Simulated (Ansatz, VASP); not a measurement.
# Zr5Sb3 (Zr5Sb3 (P6_3/mcm)) in two plane-wave programs, part 2 of 2

Aim: how closely do two programs agree when they are given the same cell, functional and k mesh? The two relaxations start from unlike cells of this crystal (the structure described is Ansatz's start), so only their ends are compared.

VASP 6.6.1 and Ansatz 0.2.0.

So far: The structure; VASP: relaxation of cell and atoms, PBEsol.

## (3) Ansatz: relaxation of cell and atoms, PBEsol

Level of this step: Ansatz beside VASP: Kohn-Sham DFT, plane waves, PBEsol (Ansatz).

Ansatz runs on its default PAW (the set named soft_2) files.

Its own start cell and the same functional, mesh and smearing now go to Ansatz.

File input.yaml:

```yaml
crystal:
  lattice:
    - [8.4954633, 0.0, 0.0]
    - [-4.2477317, 7.3572871, 0.0]
    - [0.0, 0.0, 5.7813255]
  atoms:
    - { symbol: Zr, position: [0.25483397, 0.0, 0.25], spin: 0.3 }
    - { symbol: Zr, position: [0.25483397, 0.25483397, 0.75], spin: 0.3 }
    - { symbol: Zr, position: [0.0, 0.74516603, 0.75], spin: 0.3 }
    - { symbol: Zr, position: [0.0, 0.25483397, 0.25], spin: 0.3 }
    - { symbol: Zr, position: [0.74516603, 0.74516603, 0.25], spin: 0.3 }
    - { symbol: Zr, position: [0.74516603, 0.0, 0.75], spin: 0.3 }
    - { symbol: Zr, position: [0.33333333, 0.66666667, 0.0], spin: 0.3 }
    - { symbol: Zr, position: [0.66666667, 0.33333333, 0.5], spin: 0.3 }
    - { symbol: Zr, position: [0.66666667, 0.33333333, 0.0], spin: 0.3 }
    - { symbol: Zr, position: [0.33333333, 0.66666667, 0.5], spin: 0.3 }
    - { symbol: Sb, position: [0.61354407, 0.0, 0.25], spin: 0.3 }
    - { symbol: Sb, position: [0.61354407, 0.61354407, 0.75], spin: 0.3 }
    - { symbol: Sb, position: [0.0, 0.38645593, 0.75], spin: 0.3 }
    - { symbol: Sb, position: [0.0, 0.61354407, 0.25], spin: 0.3 }
    - { symbol: Sb, position: [0.38645593, 0.38645593, 0.25], spin: 0.3 }
    - { symbol: Sb, position: [0.38645593, 0.0, 0.75], spin: 0.3 }
magnetization:
  spin_polarized: true
basis:
  ecutwfc: 420
  xc_grid: 2
hamiltonian:
  xc: pbesol
kpoints:
  mp_grid: { grid: [6, 6, 7] }
scf:
  occupations: { method: fermi_dirac, width: 0.05 }
  max_iter: 150
output:
  forces: true
  stress: true
relax:
  f_tol: 0.01
  max_steps: 60
  cell: {}
checkpoint:
  write: "../pbesol.run"
  compress: false
  write_wavefunctions: false
  write_every: 100000
```

The run is started by

```console
$ ansatz run input.yaml --threads 4 --pin off --max-ram 5652MiB --backend cpu --events-out ev --progress --plain --runs-dir out
```

Numbers of over 12 decimals in the logs are rounded to 6 here.

The log of the run:

```text
Engine: ansatz 0.2.0, aarch64-unknown-linux-gnu
Pseudopotentials: kind: paw
Pseudopotential: Zr, paw, valence charge 12, recommended cutoff 420 eV (normal), Zr.paw.azcp
Pseudopotential: Sb, paw, valence charge 15, recommended cutoff 420 eV (normal), Sb.paw.azcp
Functional definition: PBEsol
  exchange = pbesol_x
  correlation = pbesol_c
Crystal: 16 atoms, lattice volume = 361.353 Å³
Basis set: ecut = 420 eV, 7033 PW (Γ), exchange–correlation on 120×120×80 points (8 copies of the dense FFT grid, shifted against one another)
Bands: 129, of which v1, the nominal top of the filled ones, is band 105 counted from 1 (104 counted from 0)
Symmetry: 24 space group operations
Space group: P63/mcm (ITA 193), of the structure as read, at distance tolerance 7.1e-5 Å
Magnetic group: BNS 193.253 (UNI 1483), of the structure as read, at distance tolerance 7.1e-5 Å
k-points: 28 of 252
Non-local potential: Zr, projectors of the file, l = 0: 3, l = 1: 2, l = 2: 2, l = 3: 2
Non-local potential: Sb, projectors of the file, l = 0: 2, l = 1: 2, l = 2: 2, l = 3: 2
PAW form: soft (Blöchl's): semilocal exchange-correlation on the pseudo side does not see the compensation charge
PAW frozen core: Zr, regenerated for the run's functional, and the local potential with it (the file was generated under x = pbe(κ = 0.804, μ = 0.219515), c = pbe(β = 0.066725))
PAW frozen core: Sb, regenerated for the run's functional, and the local potential with it (the file was generated under x = pbe(κ = 0.804, μ = 0.219515), c = pbe(β = 0.066725))
PAW one-centre angular grid: Zr, 590 points (default); XC on 64 Gauss nodes
PAW one-centre angular grid: Sb, 590 points (default); XC on 64 Gauss nodes
Initial density: superposition of atomic densities (chi_scale 0.1, normalization cell, long waves kept (reshape's long-wave potential 0.03 eV rms))
Starting moments: Σ|m| = 4.8 μB on 16 of 16 sites
Initial wavefunctions: pseudopotential atomic-orbital guess
Functional: x = pbesol(κ = 0.804, μ = 0.123457), c = pbesol(β = 0.046)
SCF iter   1: F=—  HF=-79745.838334 eV  |F-HF|=—  |Δ(HF+E_count)|=         —  Δρ=1.86e-2 (↑1.86e-2 ↓1.80e-2)  dr2=1.03e1  dr2_m=7.59e-2  M=2.072 μB ∫|m|=2.079 μB  β_m=0.30  ethr=3.10e-3  ⟨swp⟩=6.4  Hψ=29073  notcnv=0  defer=12
Mixer restart at iter 1: flushing history
preconditioner: auto → Kerker (q_TF=auto, 2.492 Å⁻¹)  [metal: Δε(μ)=0.006 eV  Ē_g=5.534 eV  σ=0.050 eV  W_gap=0.03  n_scr=82 (ndim 8)  ℏωp=16.3 eV  f_vac=0.000  D(μ)=14.25/eV (n_scr^D=124)]
spin=Collinear: Kerker preconditioning applied to the charge; magnetization (m = ρ↑ − ρ↓) channel mixes plain (no charge-response kernel on spin).
SCF iter   2: F=—  HF=-79746.361436 eV  |F-HF|=—  |Δ(HF+E_count)|=   5.23e-1  Δρ=1.43e-2 (↑1.43e-2 ↓1.38e-2)  dr2=6.07e0  dr2_m=4.40e-2  M=1.873 μB ∫|m|=1.877 μB  β_m=0.65  ethr=3.10e-3  ⟨swp⟩=1.9  Hψ=8807  notcnv=0  defer=340
SCF iter   3: F=—  HF=-79746.580252 eV  |F-HF|=—  |Δ(HF+E_count)|=   2.19e-1  Δρ=2.30e-3 (↑2.30e-3 ↓2.11e-3)  dr2=7.91e-2  dr2_m=1.53e-3  M=1.103 μB ∫|m|=1.153 μB  β_m=0.73  ethr=2.89e-3  ⟨swp⟩=2.6  Hψ=10227  notcnv=0  defer=546
SCF iter   4: F=—  HF=-79746.811757 eV  |F-HF|=—  |Δ(HF+E_count)|=         —  Δρ=1.50e-3 (↑1.50e-3 ↓1.40e-3)  dr2=4.83e-2  dr2_m=2.76e-3  M=0.705 μB ∫|m|=0.749 μB  β_m=0.73  ethr=3.77e-5  ⟨swp⟩=2.7  Hψ=14673  notcnv=0  defer=509
Mixer restart at iter 4: flushing history
SCF iter   5: F=—  HF=-79746.826149 eV  |F-HF|=—  |Δ(HF+E_count)|=   1.44e-2  Δρ=8.35e-4 (↑8.35e-4 ↓7.97e-4)  dr2=1.10e-2  dr2_m=1.32e-3  M=0.527 μB ∫|m|=0.562 μB  β_m=0.86  ethr=2.30e-5  ⟨swp⟩=2.0  Hψ=8633  notcnv=0  defer=511
SCF iter   6: F=—  HF=-79746.826877 eV  |F-HF|=—  |Δ(HF+E_count)|=   7.28e-4  Δρ=4.50e-4 (↑4.50e-4 ↓3.15e-4)  dr2=2.74e-3  dr2_m=3.28e-4  M=0.270 μB ∫|m|=0.288 μB  β_m=0.93  ethr=5.25e-6  ⟨swp⟩=2.0  Hψ=9064  notcnv=0  defer=512
SCF iter   7: F=—  HF=-79746.827962 eV  |F-HF|=—  |Δ(HF+E_count)|=   1.09e-3  Δρ=2.53e-4 (↑2.53e-4 ↓2.25e-4)  dr2=1.09e-4  dr2_m=1.80e-4  M=0.199 μB ∫|m|=0.212 μB  β_m=0.97  ethr=1.31e-6  ⟨swp⟩=2.0  Hψ=9037  notcnv=0  defer=512
SCF iter   8: F=—  HF=-79746.828344 eV  |F-HF|=—  |Δ(HF+E_count)|=   3.82e-4  Δρ=1.33e-4 (↑9.39e-5 ↓1.33e-4)  dr2=1.28e-4  dr2_m=3.54e-5  M=0.088 μB ∫|m|=0.094 μB  β_m=0.98  ethr=5.18e-8  ⟨swp⟩=2.5  Hψ=13684  notcnv=0  defer=512
[...]
SCF 4 converged in 7 iterations: F = -79746.969934 eV  dr2 = 5.70e-7
  greatest PAW one-centre occupation: 0.996 electrons in one spin orbital (limit 2), on the Zr atom at site 8 (counted from 0), in its partial waves of l = 0
relax step   4: F+E_penalty+E_count = -79746.96993361 eV  Δ(F+E_penalty+E_count) = -2.444e-3 eV  max|allowed force component| = 2.703e-3 eV/Å  Δτ_max = 0.0032 Å  P = -0.011 GPa  Ω = 349.546 Å³  energy of the carried Pulay correction = +2.262e-3 eV  (7 SCF iters, dr2 threshold 6.34e-7 eV, accepted)
Initial wavefunctions: pseudopotential atomic-orbital guess (no wavefunctions were taken with the density)
iter 1 solved again at ethr=3.83e-7 eV; its pass at ethr=3.10e-3 eV (dr2=8.05e-4 eV) is discarded
[...]
SCF iter   7: F=—  HF=-79746.967606 eV  |F-HF|=—  |Δ(HF+E_count)|=  4.37e-11  Δρ=8.64e-8 (↑6.39e-8 ↓8.64e-8)  dr2=1.11e-10  dr2_m=1.19e-11  M=0.000 μB ∫|m|=0.000 μB  β_m=0.92  ethr=1.00e-12  ⟨swp⟩=1.1  Hψ=7228  notcnv=0
SCF iter   8: F=—  HF=-79746.967606 eV  |F-HF|=—  |Δ(HF+E_count)|=  8.73e-11  Δρ=4.12e-8 (↑2.65e-8 ↓4.12e-8)  dr2=3.55e-11  dr2_m=2.04e-12  M=0.000 μB ∫|m|=0.000 μB  β_m=0.96  ethr=1.00e-12  ⟨swp⟩=1.1  Hψ=7246  notcnv=0
SCF iter   9: F=-79746.967606 eV  HF=-79746.967606 eV  |F-HF|=2.91e-11  |Δ(HF+E_count)|=  2.91e-11  Δρ=2.35e-8 (↑1.98e-8 ↓2.35e-8)  dr2=3.59e-11  dr2_m=3.76e-14  M=0.000 μB ∫|m|=0.000 μB  ethr=1.00e-12  ⟨swp⟩=2.0  Hψ=19132  notcnv=0
the starting moments were not kept: the SCF closed with an absolute magnetisation of 3.9e-6 μB, where they sum to 4.8 μB in size (16 sites). That is at most 0.1 of that sum. Measured as dr2_m measures the in/out step, that magnetisation stands 2.6e-13 eV from none, at or under the dr2_threshold of 1.6e-10 eV: it is no larger than a step whose dr2_m would equal this threshold.
SCF 5 converged in 9 iterations: F = -79746.967606 eV  dr2 = 3.59e-11
relax step   5: F+E_penalty+E_count = -79746.96760635 eV  Δ(F+E_penalty+E_count) = +2.327e-3 eV  max|allowed force component| = 2.695e-3 eV/Å  Δτ_max = 0.0000 Å  P = -0.010 GPa  Ω = 349.546 Å³  stress off target by 2.47e-2 GPa  SCF on the basis re-selected at this cell (its energy is not comparable with the rows above)  (9 SCF iters)
basis re-selected at this cell: Δ(F+E_penalty+E_count) = +2.327e-3 eV, ΔP = +0.001 GPa vs the last step (what re-selecting the basis moved, of the pressure what is left beyond the Pulay correction that the steps carried, after the strain that the cell walked since its last selection, with what the two solves' SCF thresholds leave and, on support functions, any second-order correction that the steps lacked; it is no m [...]
SCF converged after 9 iterations
Magnetization: 0.0000 μB (105.0000 up, 105.0000 down)
Absolute magnetization: 0.0000 μB (∫|ρ↑−ρ↓|, with the PAW one-centre terms)
Spin contamination: 0.0000 ħ² per cell (⟨S²⟩ above its minimum at these occupations)
Per-site moments (μB) at R_I (Å): [(3.181368768169044e-7, 1.181778), (3.181368770487255e-7, 1.181778), (3.1813687693396474e-7, 1.181778), (3.1813687696072744e-7, 1.181778), (3.181368768863103e-7, 1.181778), (3.1813687681520136e-7, 1.181778), (6.274583724557453e-8, 1.179630), (6.274583723675961e-8, 1.179630), (6.274583723980889e-8, 1.179630), (6.274583724454127e-8, 1.179630), (-1.1746098677021784e-8, 1.181778), (-1.174609854969943e-8, 1.181778), (-1.174609839494303e-8, 1.181778), (-1.1746098424139259e-8, 1.181778), (-1.1746098548275968e-8, 1.181778), (-1.1746098589832271e-8, 1.181778)]
Free energy (F): -79746.967606 eV
Harris-Foulkes:  -79746.967606 eV  (|F-HF|=2.91e-11)
Internal energy: -79746.812532 eV  (E = F + TS)
E sigma→0 (E₀):  -79746.890069 eV
Entropy (-TS):   -0.155074 eV (-9.692 meV/atom)
Fermi energy:    15.108965 eV
--- Per-component energies (eV) ---
  E_band       = -1449.530937
  E_kinetic    = 4606.782648
  E_local      = -14773.154000  (includes V_loc(G=0)·N_el)
  E_nonlocal   = 3018.747605
  E_hartree    = 6007.620784
  E_xc         = -2444.550070
  E_vxc        = -2504.065312  (∫ρ·V_xc dr)
  E_paw        = -56018.523676  (= ΣΔE_a)
  E_vpaw       = -3813.083906  (= ΣTr[D̂ρ^β])
  E_aug_tail   = 0.000225  (compensation charges beyond the density's cutoff)
  E_ewald      = -20147.384393
  E_core_change = 3.648346  (= ΣΔE_core)
  E_smearing   = -0.155074  (= −TS)
  E_closure    = -0.000000  (closes the sum)
  Σ components = -79746.967606   (vs F -79746.967606, Δ=0.00e0)
--- Forces (eV/Å), atoms counted from 1 ---
  atom   1  Zr     0.00164139     0.00000000     0.00000000
  atom   2  Zr     0.00082070     0.00142149     0.00000000
  atom   3  Zr     0.00082070    -0.00142149     0.00000000
  atom   4  Zr    -0.00082070     0.00142149     0.00000000
  atom   5  Zr    -0.00082070    -0.00142149     0.00000000
  atom   6  Zr    -0.00164139    -0.00000000     0.00000000
  atom   7  Zr    -0.00000000     0.00000000    -0.00000000
  atom   8  Zr     0.00000000    -0.00000000     0.00000000
  atom   9  Zr     0.00000000    -0.00000000    -0.00000000
  atom  10  Zr    -0.00000000     0.00000000     0.00000000
  atom  11  Sb    -0.00269480    -0.00000000     0.00000000
  atom  12  Sb    -0.00134740    -0.00233376     0.00000000
  atom  13  Sb    -0.00134740     0.00233376     0.00000000
  atom  14  Sb     0.00134740    -0.00233376     0.00000000
  atom  15  Sb     0.00134740     0.00233376     0.00000000
  atom  16  Sb     0.00269480     0.00000000     0.00000000
  max |Σ_I F_I| component: 2.60e-18 eV/Å
--- Stress (GPa, compression-positive) ---
       -0.002855       0.000000      -0.000000
        0.000000      -0.002855       0.000000
       -0.000000       0.000000      -0.024714
  P = ⅓ Tr σ = -0.0101 GPa (-0.101 kbar)
--- Relaxed structure (4 steps of the walk, 3 accepted, 1 SCFs on fresh bases) ---
  F+E_penalty+E_count = -79746.96760635 eV   max|allowed force component| = 2.695e-3 eV/Å   (the final SCF, on the basis selected at the relaxed cell)
  cell:  # Å, volume = 349.5459 Å³
    - [8.400610, 2.854520209039451e-8, 0.0]
    - [-4.200305, 7.275142, 0.0]
    - [0.0, 0.0, 5.719420]
  atoms:
    - { symbol: Zr, position: [0.253045, -2.0140193554441118e-19, 0.25] }
    - { symbol: Zr, position: [0.253045, 0.253045, 0.75] }
    - { symbol: Zr, position: [-1.1102230246251565e-16, 0.746955, 0.75] }
    - { symbol: Zr, position: [0.0, 0.253045, 0.25] }
    - { symbol: Zr, position: [0.746955, 0.746955, 0.25] }
    - { symbol: Zr, position: [0.746955, 1.807435133362056e-19, 0.75] }
    - { symbol: Zr, position: [0.333333, 0.666667, 0] }
    - { symbol: Zr, position: [0.666667, 0.333333, 0.5] }
    - { symbol: Zr, position: [0.666667, 0.333333, 0] }
    - { symbol: Zr, position: [0.333333, 0.666667, 0.5] }
    - { symbol: Sb, position: [0.612169, -1.440055272005817e-19, 0.25] }
    - { symbol: Sb, position: [0.612169, 0.612169, 0.75] }
    - { symbol: Sb, position: [-5.551115123125783e-17, 0.387831, 0.75] }
    - { symbol: Sb, position: [-5.551115123125783e-17, 0.612169, 0.25] }
    - { symbol: Sb, position: [0.387831, 0.387831, 0.25] }
    - { symbol: Sb, position: [0.387831, 1.2334751858268238e-19, 0.75] }
```

## (4) Side by side

Known differences besides the potentials themselves: the data sets hold 210 valence electrons in Ansatz (on its default PAW (the set named soft_2) files) and 150 in VASP; the cutoff is 420 eV in Ansatz and 500 eV in VASP; Ansatz makes its cores anew for this functional, VASP keeps those of its PBE data sets; Ansatz adds a Pulay correction to the stress that steers its cell, VASP none. Total energies have different zeros and are not compared.

Both answers:

```csv
quantity,Ansatz,VASP,difference
volume (Å³),349.55,350.19,-0.19 %
"edge a after relaxation, in the typed setting (Å)",8.401,8.406,-0.07 %
"edge c after relaxation, in the typed setting (Å)",5.719,5.723,-0.06 %
```

## (5) Summary of results

```json
{"difference in volume (relaxation of cell and atoms, PBEsol)": "-0.19 %"}
```

What this shows: The difference in volume is -0.19 % (relaxation of cell and atoms, PBEsol), within the 1.2 % picked in this series as the mark of a large difference, as far as the stopping tolerances let one tell. The data sets hold unlike numbers of valence electrons (210 in Ansatz and 150 in VASP), so part of the differences comes from the potentials. Such differences can come from data sets, numerical settings and the points named under the comparisons, not from the functional's error against experiment.

[Lines on the potential files, build, host, timing and source positions are cut from VASP's logs without a mark.]

[Logs are printed without paths, hosts, clocks, repeated set-up lines and the standing remarks that a program may print on its own settings, such as how far it seeks lower states.]

[Hosts, paths, dates, database ids (printed as entryN), source tags and the programs' standing remarks are cut or masked in the printed files.]
